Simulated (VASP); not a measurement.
An input for Ansatz (written as the equivalent of a VASP run, and not itself run):

Ansatz 0.2 input:
```yaml
crystal:
  lattice:
    - [-2.5100000, 2.5100000, 2.5100000]
    - [2.5100000, -2.5100000, 2.5100000]
    - [2.5100000, 2.5100000, -2.5100000]
  atoms:
    - { symbol: Ba, position: [0.0000000, 0.0000000, 0.0000000] }
kpoints:
  mp_grid: { grid: [9, 9, 9] }
hamiltonian:
  xc: pbe
  pseudopotentials: { kind: paw }
scf:
  occupations: { method: methfessel_paxton, width: 0.1 }
  max_iter: 100
output: { forces: true, stress: true, eigenvalues: true }
```

Translate this input to VASP (INCAR, KPOINTS, POSCAR, choice of POTCAR).

Several could match; the one computed here: 
### POSCAR
```
Ba
5.020
 -0.5000000000   0.5000000000   0.5000000000
  0.5000000000  -0.5000000000   0.5000000000
  0.5000000000   0.5000000000  -0.5000000000
Ba
1
Cartesian
  0.0000000000   0.0000000000   0.0000000000
```

### INCAR
```
NELM=100
GGA=PE
LMAXMIX=4
EDIFF=1E-6   # SCF stop (eV)
ENCUT=400   # plane-wave cut-off (eV)
LREAL=.False.   # projection in real space or not
NBANDS=18
ISMEAR=1   # Methfessel-Paxton
LCHARG=.False.
ISIF=2   # forces and stress, cell fixed
ALGO=Normal   # blocked Davidson
PREC=Accurate
SIGMA=0.1   # width (eV)
SYSTEM=Ba
LWAVE=.False.
LASPH=.True.   # aspherical one-centre terms
```

File KPOINTS:
```
Automatic mesh
0
Gamma
9 9 9
0 0 0
```

POTCAR, in this order: Ba_sv (PBE.64 set). Program: vasp_std.

What does not carry over: each code has its own PAW files, so the cut-off isn't converted (ENCUT is set for VASP's; basis.ecutwfc is left out, and Ansatz then takes the one that its files recommend); Ansatz stops its SCF on the density residual and VASP on the energy change (EDIFF); the number of bands isn't carried over, since the valence differs with the files.

The compound is Ba in the bcc structure. The cell was not relaxed at this level. The run is one of a series of settings (NBANDS = 18 against the base run), some of them coarse on purpose.
